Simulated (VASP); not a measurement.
Method: PBE GGA, VASP's PBE PAW potentials (set 64) (plane waves; VASP). Each cell was relaxed at this level, without spin-orbit coupling.

**Question.** Which of these comes out without a gap?
A. TlCl, Pm-3m (221)
B. KCl, Fm-3m (225)
C. TiSe2, P-3m1 (164)
D. ZnO, P6_3mc (186)

**Answer.** C, TiSe2, P-3m1 (164). The others have gaps of 2.19 eV (TlCl, Pm-3m (221)), 5.04 eV (KCl, Fm-3m (225)), 0.72 eV (ZnO, P6_3mc (186)).
